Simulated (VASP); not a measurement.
All values below come from r2SCAN meta-GGA, VASP's PBE PAW potentials (set 64) (plane waves; VASP).

VASP ran on this input.

POSCAR:
```
BAs
1.0
  0.0000000000   2.3900000000   2.3900000000
  2.3900000000   0.0000000000   2.3900000000
  2.3900000000   2.3900000000   0.0000000000
B As
1 1
Cart
  0.0000000000   0.0000000000   0.0000000000
  3.5850000000   3.5850000000   3.5850000000
```

**INCAR**
```
# general
SYSTEM  = BAs
PREC    = Accurate
ENCUT   = 530
LREAL   = .False.
LASPH   = .True.

# electronic loop
EDIFF   = 1E-6
NELM    = 100
ALGO    = Normal
LMAXMIX = 4
LMIXTAU = .True.

# smearing
ISMEAR  = 0
SIGMA   = 0.05

# functional
METAGGA = R2SCAN

# ions
IBRION  = 2
NSW     = 60
ISIF    = 3
EDIFFG  = -0.01

# output
LWAVE   = .False.
LCHARG  = .False.
```

KPOINTS:
```
Automatic
0
gamma
  9 9 9
```

POTCAR, in this order: B As (PBE.64 set). Program: vasp_std.

The run wrote:

File OSZICAR:
```
       N       E                     dE             d eps       ncg     rms          rms(c)
DAV:   1     0.531006267560E+01    0.53101E+01   -0.40871E+03   560   0.934E+02
DAV:   2    -0.234688845960E+02   -0.28779E+02   -0.27907E+02   928   0.114E+02
DAV:   3    -0.238490757020E+02   -0.38019E+00   -0.38019E+00   568   0.185E+01
DAV:   4    -0.238497375990E+02   -0.66190E-03   -0.66190E-03   888   0.820E-01
DAV:   5    -0.238497377318E+02   -0.13282E-06   -0.13282E-06   576   0.765E-03    0.498E+00
DAV:   6    -0.222070419299E+02    0.16427E+01   -0.10529E+00   696   0.730E+00    0.289E+00
DAV:   7    -0.220346207367E+02    0.17242E+00   -0.46230E-01   608   0.434E+00    0.825E-01
DAV:   8    -0.220712227119E+02   -0.36602E-01   -0.21601E-01   560   0.426E+00    0.390E-01
DAV:   9    -0.222125746483E+02   -0.14135E+00   -0.18935E-02   584   0.128E+00    0.203E-01
DAV:  10    -0.222160215920E+02   -0.34469E-02   -0.21657E-04   808   0.144E-01    0.198E-01
DAV:  11    -0.222298623219E+02   -0.13841E-01   -0.65845E-04   560   0.300E-01    0.153E-01
DAV:  12    -0.222555480031E+02   -0.25686E-01   -0.12206E-02   672   0.117E+00    0.958E-02
DAV:  13    -0.222554935416E+02    0.54461E-04   -0.13755E-04   576   0.134E-01    0.723E-02
DAV:  14    -0.222554877629E+02    0.57787E-05   -0.17770E-05   712   0.459E-02    0.440E-02
DAV:  15    -0.222555352217E+02   -0.47459E-04   -0.33512E-05   696   0.614E-02    0.478E-03
DAV:  16    -0.222555469900E+02   -0.11768E-04   -0.80937E-06   784   0.291E-02    0.156E-02
DAV:  17    -0.222555483859E+02   -0.13960E-05   -0.24438E-06   584   0.189E-02    0.446E-03
DAV:  18    -0.222555499305E+02   -0.15446E-05   -0.49024E-07   280   0.640E-03    0.123E-03
DAV:  19    -0.222555494650E+02    0.46545E-06   -0.11422E-07   280   0.257E-03
   1 F= -.22255549E+02 E0= -.22255549E+02  d E =-.222555E+02
       N       E                     dE             d eps       ncg     rms          rms(c)
DAV:   1    -0.222558081829E+02   -0.25825E-03   -0.14175E-02   656   0.928E-01    0.129E-01
DAV:   2    -0.222556696433E+02    0.13854E-03   -0.51560E-04   632   0.186E-01    0.617E-02
DAV:   3    -0.222555826665E+02    0.86977E-04   -0.21829E-04   608   0.126E-01    0.272E-02
DAV:   4    -0.222556092765E+02   -0.26610E-04   -0.62440E-05   560   0.765E-02    0.198E-02
DAV:   5    -0.222556057857E+02    0.34908E-05   -0.22666E-05   576   0.497E-02    0.804E-03
DAV:   6    -0.222556203954E+02   -0.14610E-04   -0.86699E-06   576   0.316E-02    0.374E-03
DAV:   7    -0.222556222310E+02   -0.18356E-05   -0.17942E-06   560   0.157E-02    0.125E-03
DAV:   8    -0.222556225440E+02   -0.31301E-06   -0.75351E-08   280   0.316E-03
   2 F= -.22255623E+02 E0= -.22255623E+02  d E =-.730789E-04
       N       E                     dE             d eps       ncg     rms          rms(c)
DAV:   1    -0.222557796559E+02   -0.15742E-03   -0.28567E-03   656   0.418E-01    0.575E-02
DAV:   2    -0.222557525463E+02    0.27110E-04   -0.10214E-04   640   0.829E-02    0.276E-02
DAV:   3    -0.222557391837E+02    0.13363E-04   -0.43618E-05   608   0.565E-02    0.124E-02
DAV:   4    -0.222557450600E+02   -0.58763E-05   -0.12572E-05   560   0.344E-02    0.893E-03
DAV:   5    -0.222557462807E+02   -0.12207E-05   -0.46529E-06   576   0.225E-02    0.364E-03
DAV:   6    -0.222557487058E+02   -0.24251E-05   -0.17861E-06   576   0.143E-02    0.165E-03
DAV:   7    -0.222557496704E+02   -0.96460E-06   -0.33831E-07   280   0.687E-03
   3 F= -.22255750E+02 E0= -.22255750E+02  d E =-.200205E-03
```

OUTCAR:
```
------------------------ aborting loop because EDIFF is reached ----------------------------------------
  FORCE on cell =-STRESS in cart. coord.  units (eV):
  Direction    XX          YY          ZZ          XY          YZ          ZX
  --------------------------------------------------------------------------------------
  Total        0.0020471      0.0020471      0.0020471      0.0000000      0.0000000      0.0000000
  in kB        0.1196426      0.1196426      0.1196426      0.0000000      0.0000000      0.0000000
  external PRESSURE =       0.1196426 kB  Pullay stress =       0.0000000 kB
  volume of cell :       27.41
      direct lattice vectors                 reciprocal lattice vectors
    -0.000000000  2.393202700  2.393202700    -0.208925053  0.208925053  0.208925053
     2.393202700 -0.000000000  2.393202700     0.208925053 -0.208925053  0.208925053
     2.393202700  2.393202700  0.000000000     0.208925053  0.208925053 -0.208925053
  FREE ENERGIE OF THE ION-ELECTRON SYSTEM (eV)
  ---------------------------------------------------
  free  energy   TOTEN  =       -22.2557496704 eV

  energy  without entropy=      -22.2557496704  energy(sigma->0) =      -22.25574967

 reached required accuracy - stopping structural energy minimisation
```
(Selected blocks of OUTCAR.)

CONTCAR:
```
BAs
   1.00000000000000
    -0.0000000000000000    2.3932027004555163    2.3932027004555163
     2.3932027004555163   -0.0000000000000000    2.3932027004555163
     2.3932027004555163    2.3932027004555163    0.0000000000000000
  B               As
     1     1
Direct
     0.0000000000000000    0.0000000000000000    0.0000000000000000
     0.7500000000000000    0.7500000000000000    0.7500000000000000
```

The compound is BAs in the zinc blende structure. This run relaxes it. Symmetry was kept, so distortions that lower it aren't found.
